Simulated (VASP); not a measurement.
Here is the system:

```
CELL_PARAMETERS angstrom
      2.16839    -3.75576     0.00000
      2.16839     3.75576     0.00000
      0.00000     0.00000     7.56281
ATOMIC_POSITIONS crystal
  Cd 0.00000 0.00000 0.00000
  I  0.33333 0.66667 0.22758
  I  0.66667 0.33333 0.77242
```

All values below come from PBE GGA, VASP's PBE PAW potentials (set 64) (plane waves; VASP). Settings: 520 eV cut-off, 7×7×4 Γ-centred mesh, tetrahedra with Blöchl corrections, potentials Cd I.

The cores are frozen, which limits the accuracy of field gradients. Without a dispersion term in the relaxation, distances and binding between the weakly bound layers, chains or molecules are unreliable, and so is what depends on them.

Q: Give the principal components of the electric field gradient (V/Å²) and the asymmetry η at each nucleus.

A: 
```
atom   Vxx   Vyy    Vzz     η
----  ----  ----  -----  ----
Cd1   -1.8  -1.8    3.6  0.00
I2    34.8  34.8  -69.6  0.00
I3    34.8  34.8  -69.6  0.00
```

The compound is CdI2 in the 1T layered structure. It was relaxed first, which changed the volume by +15 %.
